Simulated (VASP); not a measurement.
Input:

```
GaP
1.0
    3.79921     0.00000     0.00000
   -1.89961     3.29021     0.00000
    0.00000     0.00000     6.25956
Ga P
2 2
Direct
  0.66667   0.33333   0.50004
  0.33333   0.66667   0.00004
  0.66667   0.33333   0.87396
  0.33333   0.66667   0.37396
```

All values below come from LDA (Ceperley-Alder, Perdew-Zunger) with spin-orbit coupling, VASP's LDA PAW potentials (set 64) (plane waves; VASP). Numerical set-up: 400 eV cut-off, 6×6×3 Γ-centred mesh, Gaussian smearing of 0.050 eV, potentials Ga_d P.

Task: Give the energies of bands 27 to 40 at the high-symmetry points, in eV from the valence-band maximum.

Result: 
| band | Γ | M | K | A | L | H |
|---|---|---|---|---|---|---|
| 27 | -1.38 | -5.89 | -6.35 | -4.19 | -7.01 | -6.97 |
| 28 | -1.38 | -5.89 | -6.35 | -4.19 | -7.01 | -6.97 |
| 29 | -1.31 | -4.47 | -5.00 | -0.81 | -2.33 | -4.25 |
| 30 | -1.31 | -4.47 | -5.00 | -0.81 | -2.33 | -4.25 |
| 31 | -0.23 | -2.93 | -3.37 | -0.81 | -2.33 | -4.23 |
| 32 | -0.23 | -2.93 | -3.34 | -0.81 | -2.33 | -4.23 |
| 33 | -0.05 | -2.68 | -3.34 | -0.74 | -2.25 | -1.88 |
| 34 | -0.05 | -2.68 | -3.33 | -0.74 | -2.25 | -1.88 |
| 35 | 0.00 | -1.31 | -3.08 | -0.74 | -2.25 | -1.86 |
| 36 | 0.00 | -1.31 | -3.08 | -0.74 | -2.25 | -1.86 |
| 37 | 1.26 | 1.29 | 1.91 | 2.06 | 1.52 | 2.35 |
| 38 | 1.26 | 1.29 | 1.91 | 2.06 | 1.52 | 2.35 |
| 39 | 1.90 | 2.80 | 4.99 | 2.06 | 1.52 | 2.36 |
| 40 | 1.90 | 2.80 | 5.04 | 2.06 | 1.52 | 2.36 |

The gap is direct, 1.26 eV, from the valence maximum at Γ to the conduction minimum at Γ.

The structure comes from a computed database's GaP entry (P6_3mc); how it stands against other phases isn't given here. It was relaxed first.
